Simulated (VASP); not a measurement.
Level of theory: PBE GGA, VASP's PBE PAW potentials (set 64) (plane waves; VASP).

A VASP calculation is set up with these files.

INCAR:
```
ALGO  =  Normal   # blocked Davidson
LCHARG  =  .FALSE.
LWAVE  =  .FALSE.
EDIFF  =  1E-6
PREC  =  Accurate
IBRION  =  2   # conjugate gradients
EDIFFG  =  -0.02   # ionic stop
ENCUT  =  400
ISIF  =  3   # ions, shape and volume
NELM  =  100
ISMEAR  =  1
LMAXMIX  =  6   # l cut-off of mixed one-centre charges
SIGMA  =  0.1
LREAL  =  .FALSE.   # projection in real space or not
NSW  =  60
SYSTEM  =  WSi2
LASPH  =  .TRUE.
GGA  =  PE
```

KPOINTS:
```
Automatic mesh
0
Gamma
12 12 12
0 0 0
```

POSCAR:
```
WSi2
1
   -1.6144742415     1.6144742415     3.9365709457
    1.6144742415    -1.6144742415     3.9365709457
    1.6144742415     1.6144742415    -3.9365709457
Si W
2 1
Direct
  0.6652412444   0.6652412444   0.0000000000
  0.3347587556   0.3347587556   0.0000000000
  0.0000000000   0.0000000000   0.0000000000
```

POTCAR, in this order: Si W_sv (PBE.64 set). Program: vasp_std.

Output of the run:

File OUTCAR:
```
 ion  position               nearest neighbor table
   1  0.665  0.665  0.000-   2 2.60   3 2.63   3 2.63   3 2.63   3 2.63   3 2.64   2 2.64   2 2.64
                             2 2.64   2 2.64
   2  0.335  0.335  0.000-   1 2.60   3 2.63   3 2.63   3 2.63   3 2.63   3 2.64   1 2.64   1 2.64
                             1 2.64   1 2.64
   3  0.000  0.000  0.000-   2 2.63   1 2.63   1 2.63   1 2.63   1 2.63   2 2.63   2 2.63   2 2.63
                             1 2.64   2 2.64
  LATTYP: Found a body centered tetragonal cell.
 ALAT       =     3.2289484830
 C/A-ratio  =     2.4382990106
 Subroutine PRICEL returns:
 Original cell was already a primitive cell.
 Subroutine GETGRP returns: Found 16 space group operations
The static configuration has the point symmetry D_4h.
The dynamic configuration has the point symmetry D_4h.
 Subroutine INISYM returns: Found 16 space group operations
 Subroutine IBZKPT returns following result:
 Found    163 irreducible k-points:

 Following reciprocal coordinates:
            Coordinates               Weight
  0.000000  0.000000  0.000000      1.000000
  0.083333  0.000000 -0.000000      8.000000
  0.166667  0.000000 -0.000000      8.000000
  0.250000 -0.000000  0.000000      8.000000
  0.333333  0.000000 -0.000000      8.000000
  0.416667  0.000000  0.000000      8.000000
  0.500000 -0.000000  0.000000      4.000000
  0.083333  0.083333 -0.000000      8.000000
  0.166667  0.083333 -0.000000     16.000000
  0.250000  0.083333  0.000000     16.000000
  0.333333  0.083333  0.000000     16.000000
  0.416667  0.083333  0.000000     16.000000
  0.500000  0.083333  0.000000     16.000000
 -0.416667  0.083333  0.000000     16.000000
 -0.333333  0.083333  0.000000     16.000000
 -0.250000  0.083333  0.000000     16.000000
 -0.166667  0.083333 -0.000000     16.000000
 -0.083333  0.083333  0.000000      4.000000
  0.166667  0.166667 -0.000000      8.000000
...
```

OSZICAR:
```
       N       E                     dE             d eps       ncg     rms          rms(c)
DAV:   1     0.108621344043E+03    0.10862E+03   -0.96119E+03  4890   0.123E+03
DAV:   2    -0.221728483809E+02   -0.13079E+03   -0.12904E+03  5632   0.320E+02
DAV:   3    -0.256687049426E+02   -0.34959E+01   -0.33941E+01  6528   0.466E+01
DAV:   4    -0.256933913738E+02   -0.24686E-01   -0.24676E-01  5674   0.456E+00
DAV:   5    -0.256937087443E+02   -0.31737E-03   -0.31736E-03  6465   0.504E-01    0.247E+01
DAV:   6    -0.249180478114E+02    0.77566E+00   -0.48013E+00  5856   0.161E+01    0.831E+00
DAV:   7    -0.248373175011E+02    0.80730E-01   -0.31922E-01  5506   0.332E+00    0.449E+00
DAV:   8    -0.248142947513E+02    0.23023E-01   -0.49597E-02  6318   0.197E+00    0.306E-01
DAV:   9    -0.248138984572E+02    0.39629E-03   -0.12407E-03  5800   0.293E-01    0.181E-01
DAV:  10    -0.248138253595E+02    0.73098E-04   -0.32488E-04  6171   0.180E-01    0.338E-02
DAV:  11    -0.248138186092E+02    0.67503E-05   -0.41209E-05  6157   0.531E-02    0.145E-02
DAV:  12    -0.248138184820E+02    0.12719E-06   -0.18863E-06  4128   0.947E-03
   1 F= -.24813818E+02 E0= -.24813859E+02  d E =-.248138E+02
       N       E                     dE             d eps       ncg     rms          rms(c)
DAV:   1    -0.248143022959E+02   -0.48369E-03   -0.13471E-02  5793   0.113E+00    0.166E-01
DAV:   2    -0.248139994761E+02    0.30282E-03   -0.19300E-03  5709   0.355E-01    0.386E-02
DAV:   3    -0.248139683844E+02    0.31092E-04   -0.72940E-05  5674   0.589E-02    0.224E-02
DAV:   4    -0.248139584437E+02    0.99407E-05   -0.28104E-05  6108   0.439E-02    0.114E-02
DAV:   5    -0.248139590432E+02   -0.59944E-06   -0.20896E-06  3666   0.120E-02
   2 F= -.24813959E+02 E0= -.24814003E+02  d E =-.140561E-03
       N       E                     dE             d eps       ncg     rms          rms(c)
DAV:   1    -0.248139650419E+02   -0.65982E-05   -0.14307E-04  5807   0.117E-01    0.182E-02
DAV:   2    -0.248139614238E+02    0.36181E-05   -0.23732E-05  5711   0.391E-02    0.413E-03
DAV:   3    -0.248139610665E+02    0.35730E-06   -0.82589E-07  2928   0.633E-03
   3 F= -.24813961E+02 E0= -.24814004E+02  d E =-.142584E-03
       N       E                     dE             d eps       ncg     rms          rms(c)
DAV:   1    -0.248142793357E+02   -0.31791E-03   -0.86045E-03  5674   0.112E+00    0.237E-01
DAV:   2    -0.248139785792E+02    0.30076E-03   -0.19186E-03  5479   0.362E-01    0.367E-02
DAV:   3    -0.248139476539E+02    0.30925E-04   -0.93618E-05  5485   0.635E-02    0.192E-02
DAV:   4    -0.248139380761E+02    0.95778E-05   -0.18455E-05  5989   0.407E-02    0.137E-02
DAV:   5    -0.248139371365E+02    0.93960E-06   -0.17191E-06  3621   0.133E-02
   4 F= -.24813937E+02 E0= -.24813987E+02  d E =0.239300E-04
       N       E                     dE             d eps       ncg     rms          rms(c)
DAV:   1    -0.248141068652E+02   -0.16879E-03   -0.34300E-03  5639   0.709E-01    0.151E-01
DAV:   2    -0.248139881753E+02    0.11869E-03   -0.75764E-04  5459   0.229E-01    0.233E-02
DAV:   3    -0.248139763758E+02    0.11800E-04   -0.36531E-05  5492   0.398E-02    0.122E-02
DAV:   4    -0.248139734092E+02    0.29666E-05   -0.73061E-06  5863   0.257E-02    0.862E-03
DAV:   5    -0.248139738346E+02   -0.42541E-06   -0.62685E-07  2606   0.818E-03
   5 F= -.24813974E+02 E0= -.24814019E+02  d E =-.127681E-04
```

OUTCAR:
```
------------------------ aborting loop because EDIFF is reached ----------------------------------------
  FORCE on cell =-STRESS in cart. coord.  units (eV):
  Direction    XX          YY          ZZ          XY          YZ          ZX
  --------------------------------------------------------------------------------------
  Total       -0.0038820     -0.0038820      0.0092029      0.0000000      0.0000000     -0.0000000
  in kB       -0.1516140     -0.1516140      0.3594203      0.0000000      0.0000000     -0.0000000
  external PRESSURE =       0.0187308 kB  Pullay stress =       0.0000000 kB
  volume of cell :       41.02
      direct lattice vectors                 reciprocal lattice vectors
    -1.614521964  1.614521964  3.934452315     0.000000000  0.309689191  0.127082491
     1.614521964 -1.614521964  3.934452315     0.309689191  0.000000000  0.127082491
     1.614521964  1.614521964 -3.934452315     0.309689191  0.309689191  0.000000000
 POSITION                                       TOTAL-FORCE (eV/Angst)
 -----------------------------------------------------------------------------------
      0.00000      0.00000      5.23746         0.000000      0.000000      0.000067
      0.00000      0.00000      2.63145        -0.000000     -0.000000     -0.000067
      0.00000      0.00000      0.00000        -0.000000     -0.000000     -0.000000
 -----------------------------------------------------------------------------------
    total drift:                               -0.000000      0.000000      0.000000
  FREE ENERGIE OF THE ION-ELECTRON SYSTEM (eV)
  ---------------------------------------------------
  free  energy   TOTEN  =       -24.8139738346 eV

  energy  without entropy=      -24.8141107292  energy(sigma->0) =      -24.81401947

 reached required accuracy - stopping structural energy minimisation
```
(Selected blocks of OUTCAR.)

CONTCAR:
```
WSi2
   1.00000000000000
    -1.6145219636442469    1.6145219636442469    3.9344523152814648
     1.6145219636442469   -1.6145219636442469    3.9344523152814648
     1.6145219636442469    1.6145219636442469   -3.9344523152814648
  Si              W
     2     1
Direct
     0.6655888877072638    0.6655888877072638    0.0000000000000000
     0.3344111122927362    0.3344111122927362    0.0000000000000000
     0.0000000000000000    0.0000000000000000    0.0000000000000000
```

The compound is WSi2 in the MoSi2 type structure. This run relaxes it. Symmetry was kept, so distortions that lower it aren't found. The start is the result of an earlier pass.
